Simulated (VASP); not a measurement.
Method: PBE GGA, VASP's PBE PAW potentials (set 64) (plane waves; VASP).

VASP ran on this input.

### KPOINTS
```
Automatic mesh
0
Gamma
12 12 7
0 0 0
```

File POSCAR:
```
Hf
1.0
  1.5950000000  -2.7626210000   0.0000000000
  1.5950000000   2.7626210000   0.0000000000
  0.0000000000   0.0000000000   5.0500000000
Hf
2
Direct
  0.3333330000   0.6666670000   0.2500000000
  0.6666670000   0.3333330000   0.7500000000
```

**INCAR**
```
LREAL = .FALSE.   ! projection in real space or not
EDIFF = 1E-6   ! SCF stop (eV)
LMAXMIX = 6   ! l cut-off of mixed one-centre charges
ISMEAR = 1   ! Methfessel-Paxton
ENCUT = 520   ! plane-wave cut-off (eV)
NELM = 100   ! most electronic steps
EDIFFG = -0.01   ! ionic stop
NSW = 60   ! most ionic steps
GGA = PE   ! PBE
LASPH = .TRUE.   ! aspherical one-centre terms
IBRION = 2   ! conjugate gradients
LWAVE = .FALSE.
SIGMA = 0.1
ALGO = Normal   ! blocked Davidson
PREC = Accurate
LCHARG = .FALSE.
SYSTEM = Hf
ISIF = 3
```

POTCAR, in this order: Hf_pv (PBE.64 set). Program: vasp_std.

What VASP printed:

File OUTCAR:
```
 ion  position               nearest neighbor table
   1  0.333  0.667  0.250-   2 3.13   2 3.13   2 3.13   2 3.13   2 3.13   2 3.13
   2  0.667  0.333  0.750-   1 3.13   1 3.13   1 3.13   1 3.13   1 3.13   1 3.13
  LATTYP: Found a hexagonal cell.
 ALAT       =     3.1899999670
 C/A-ratio  =     1.5830721167
 Subroutine PRICEL returns:
 Original cell was already a primitive cell.
 Subroutine GETGRP returns: Found 24 space group operations
The static configuration has the point symmetry D_3d.
 The point group associated with its full space group is D_6h.
The dynamic configuration has the point symmetry D_3d.
 Subroutine INISYM returns: Found 24 space group operations
 Subroutine IBZKPT returns following result:
 Found     76 irreducible k-points:

 Following reciprocal coordinates:
            Coordinates               Weight
  0.000000  0.000000  0.000000      1.000000
  0.083333  0.000000  0.000000      6.000000
  0.166667  0.000000  0.000000      6.000000
  0.250000  0.000000  0.000000      6.000000
  0.333333  0.000000  0.000000      6.000000
  0.416667  0.000000  0.000000      6.000000
  0.500000  0.000000  0.000000      3.000000
  0.083333  0.083333  0.000000      6.000000
  0.166667  0.083333  0.000000     12.000000
  0.250000  0.083333  0.000000     12.000000
  0.333333  0.083333  0.000000     12.000000
  0.416667  0.083333  0.000000     12.000000
  0.166667  0.166667  0.000000      6.000000
  0.250000  0.166667  0.000000     12.000000
  0.333333  0.166667  0.000000     12.000000
  0.416667  0.166667  0.000000      6.000000
  0.250000  0.250000  0.000000      6.000000
  0.333333  0.250000  0.000000     12.000000
  0.333333  0.333333  0.000000      2.000000
  0.000000  0.000000  0.142857      2.000000
  0.083333  0.000000  0.142857     12.000000
  0.166667  0.000000  0.142857     12.000000
  0.250000  0.000000  0.142857     12.000000
  0.333333  0.000000  0.142857     12.000000
  0.416667  0.000000  0.142857     12.000000
  0.500000  0.000000  0.142857      6.000000
  0.083333  0.083333  0.142857     12.000000
  0.166667  0.083333  0.142857     24.000000
  0.250000  0.083333  0.142857     24.000000
  0.333333  0.083333  0.142857     24.000000
  0.416667  0.083333  0.142857     24.000000
  0.166667  0.166667  0.142857     12.000000
  0.250000  0.166667  0.142857     24.000000
  0.333333  0.166667  0.142857     24.000000
  0.416667  0.166667  0.142857     12.000000
  0.250000  0.250000  0.142857     12.000000
  0.333333  0.250000  0.142857     24.000000
  0.333333  0.333333  0.142857      4.000000
  0.000000  0.000000  0.285714      2.000000
  0.083333  0.000000  0.285714     12.000000
   k-points           NKPTS =     76   k-points in BZ     NKDIM =     76   number of bands    NBANDS=     14
   number of dos      NEDOS =    301   number of ions     NIONS =      2
   total plane-waves  NPLWV =  23040
   dimension x,y,z NGX =    24 NGY =   24 NGZ =   40
   dimension x,y,z NGXF=    48 NGYF=   48 NGZF=   80
   ions per type =               2
   PREC   = accura    normal or accurate (medium, high low for compatibility)
   ISTART =      0    job   : 0-new  1-cont  2-samecut
   ICHARG =      2    charge: 1-file 2-atom 10-const
   ISPIN  =      1    spin polarized calculation?
   LNONCOLLINEAR =      F non collinear calculations
   LSORBIT =      F    spin-orbit coupling
   INIWAV =      1    electr: 0-lowe 1-rand  2-diag
   ENCUT  =  520.0 eV  38.22 Ry    6.18 a.u.   5.93  5.93  9.39*2*pi/ulx,y,z
   NELM   =    100;   NELMIN=  2; NELMDL= -5     # of ELM steps
   EDIFF  = 0.1E-05   stopping-criterion for ELM
   LREAL  =      F    real-space projection
...
```

**OSZICAR**
```
       N       E                     dE             d eps       ncg     rms          rms(c)
DAV:   1     0.482327462097E+02    0.48233E+02   -0.11765E+04  2144   0.136E+03
DAV:   2    -0.184451362869E+02   -0.66678E+02   -0.65501E+02  2686   0.273E+02
DAV:   3    -0.205398748538E+02   -0.20947E+01   -0.20445E+01  2884   0.313E+01
DAV:   4    -0.205589794588E+02   -0.19105E-01   -0.19101E-01  2422   0.374E+00
DAV:   5    -0.205593067401E+02   -0.32728E-03   -0.32726E-03  2960   0.383E-01    0.657E+01
DAV:   6    -0.200398140827E+02    0.51949E+00   -0.49919E-01  2254   0.547E+00    0.389E+01
DAV:   7    -0.198579078293E+02    0.18191E+00   -0.83722E-01  2286   0.679E+00    0.199E+00
DAV:   8    -0.198483100523E+02    0.95978E-02   -0.55017E-02  2326   0.180E+00    0.218E-01
DAV:   9    -0.198484137405E+02   -0.10369E-03   -0.11578E-03  2998   0.272E-01    0.208E-01
DAV:  10    -0.198484032739E+02    0.10467E-04   -0.72476E-05  2364   0.687E-02    0.341E-01
DAV:  11    -0.198484036247E+02   -0.35081E-06   -0.11465E-05  2740   0.278E-02    0.186E-02
DAV:  12    -0.198484040747E+02   -0.45006E-06   -0.76919E-07  1610   0.738E-03
   1 F= -.19848404E+02 E0= -.19848364E+02  d E =-.198484E+02
       N       E                     dE             d eps       ncg     rms          rms(c)
DAV:   1    -0.198819642962E+02   -0.33561E-01   -0.86323E-01  2128   0.810E+00    0.228E+00
DAV:   2    -0.198564564764E+02    0.25508E-01   -0.52119E-02  2188   0.191E+00    0.583E-01
DAV:   3    -0.198488679580E+02    0.75885E-02   -0.14784E-02  2218   0.918E-01    0.285E-01
DAV:   4    -0.198479435960E+02    0.92436E-03   -0.22366E-03  2530   0.369E-01    0.216E-01
DAV:   5    -0.198478778949E+02    0.65701E-04   -0.17421E-04  2704   0.815E-02    0.402E-02
DAV:   6    -0.198478779111E+02   -0.16277E-07   -0.59451E-06  2740   0.175E-02
   2 F= -.19847878E+02 E0= -.19847875E+02  d E =0.526164E-03
       N       E                     dE             d eps       ncg     rms          rms(c)
DAV:   1    -0.198597017052E+02   -0.11824E-01   -0.25351E-01  2128   0.439E+00    0.121E+00
DAV:   2    -0.198522111227E+02    0.74906E-02   -0.14982E-02  2170   0.103E+00    0.317E-01
DAV:   3    -0.198499669216E+02    0.22442E-02   -0.44518E-03  2224   0.509E-01    0.160E-01
DAV:   4    -0.198497107371E+02    0.25618E-03   -0.61676E-04  2512   0.196E-01    0.125E-01
DAV:   5    -0.198496993203E+02    0.11417E-04   -0.52835E-05  2692   0.451E-02    0.219E-02
DAV:   6    -0.198497003244E+02   -0.10041E-05   -0.16130E-06  2124   0.919E-03    0.860E-03
DAV:   7    -0.198497001027E+02    0.22177E-06   -0.89258E-08  1322   0.233E-03
   3 F= -.19849700E+02 E0= -.19849680E+02  d E =-.129603E-02
       N       E                     dE             d eps       ncg     rms          rms(c)
DAV:   1    -0.198497824690E+02   -0.82145E-04   -0.42271E-03  2152   0.541E-01    0.584E-02
DAV:   2    -0.198497357926E+02    0.46676E-04   -0.67402E-05  2830   0.648E-02    0.249E-02
DAV:   3    -0.198497215149E+02    0.14278E-04   -0.16964E-05  2862   0.289E-02    0.215E-02
DAV:   4    -0.198497195928E+02    0.19220E-05   -0.52006E-06  2804   0.164E-02    0.975E-03
DAV:   5    -0.198497196801E+02   -0.87291E-07   -0.26348E-07  1226   0.410E-03
   4 F= -.19849720E+02 E0= -.19849710E+02  d E =-.195775E-04
```

### OUTCAR
```
------------------------ aborting loop because EDIFF is reached ----------------------------------------
  FORCE on cell =-STRESS in cart. coord.  units (eV):
  Direction    XX          YY          ZZ          XY          YZ          ZX
  --------------------------------------------------------------------------------------
  Total        0.0024129      0.0024129     -0.0081907      0.0000000      0.0000000      0.0000000
  in kB        0.0860699      0.0860699     -0.2921746      0.0000000      0.0000000      0.0000000
  external PRESSURE =      -0.0400116 kB  Pullay stress =       0.0000000 kB
  volume of cell :       44.91
      direct lattice vectors                 reciprocal lattice vectors
     1.600818077 -2.772698205  0.000000000     0.312340301 -0.180329759 -0.000000000
     1.600818077  2.772698205 -0.000000000     0.312340301  0.180329759 -0.000000000
     0.000000000  0.000000000  5.059596304     0.000000000  0.000000000  0.197644227
 POSITION                                       TOTAL-FORCE (eV/Angst)
 -----------------------------------------------------------------------------------
      1.60082      0.92423      1.26490        -0.000000      0.000000      0.000000
      1.60082     -0.92423      3.79470         0.000000     -0.000000      0.000000
 -----------------------------------------------------------------------------------
    total drift:                               -0.000006      0.000183     -0.000016
  FREE ENERGIE OF THE ION-ELECTRON SYSTEM (eV)
  ---------------------------------------------------
  free  energy   TOTEN  =       -19.8497196801 eV

  energy  without entropy=      -19.8496915809  energy(sigma->0) =      -19.84971031

 reached required accuracy - stopping structural energy minimisation
```
(Selected blocks of OUTCAR.)

File CONTCAR:
```
Hf
   1.00000000000000
     1.6008180773966494   -2.7726982052365141    0.0000000000000000
     1.6008180773966494    2.7726982052365141   -0.0000000000000000
     0.0000000000000000    0.0000000000000000    5.0595963036974068
  Hf
     2
Direct
     0.3333330000000032    0.6666669999999968    0.2500000000000000
     0.6666669999999968    0.3333330000000032    0.7500000000000000
```

### OUTCAR
```
 val. band max:        4.8976823589   @ k =   0.0000   0.0000   0.4286

 cond. band min:       4.9035951230   @ k =   0.0000   0.0000   0.2857


 Fermi energy:         4.9009498434

 k-point     1 :       0.0000    0.0000    0.0000
  band No.  band energies     occupation
      1     -26.1882      2.00000
      2     -25.4559      2.00000
      3     -25.4559      2.00000
      4     -25.3306      2.00000
      5     -25.3289      2.00000
      6     -25.3289      2.00000
      7      -2.4759      2.00000
      8       1.1976      2.00000
      9       5.5304     -0.00000
     10       6.0681     -0.00000
     11       6.0681     -0.00000
     12       6.3587     -0.00000
     13       6.8879     -0.00000
     14       6.8879     -0.00000

 k-point     2 :       0.0833    0.0000    0.0000
  band No.  band energies     occupation
      1     -26.1705      2.00000
      2     -25.4933      2.00000
      3     -25.4685      2.00000
      4     -25.3685      2.00000
      5     -25.3388      2.00000
      6     -25.3339      2.00000
      7      -2.2673      2.00000
      8       1.4032      2.00000
      9       5.2566     -0.00001
     10       5.5721     -0.00000
     11       6.2646     -0.00000
     12       6.6352     -0.00000
     13       6.7641     -0.00000
     14       7.0743      0.00000

 k-point     3 :       0.1667    0.0000    0.0000
  band No.  band energies     occupation
      1     -26.1197      2.00000
      2     -25.5959      2.00000
      3     -25.5019      2.00000
      4     -25.4740      2.00000
      5     -25.3636      2.00000
      6     -25.3486      2.00000
      7      -1.6716      2.00000
      8       1.9512      2.00000
      9       4.5980      2.00016
     10       4.8768      1.39557
     11       6.1280     -0.00000
     12       6.7898     -0.00000
     13       6.8436     -0.00000
     14       6.8770     -0.00000

 k-point     4 :       0.2500    0.0000    0.0000
  band No.  band energies     occupation
...
```

Unless said otherwise, spin-orbit coupling is left out, though it shifts the bands of the heavy elements here.

The compound is Hf in the hcp structure. This run relaxes it. Symmetry was kept, so distortions that lower it aren't found.
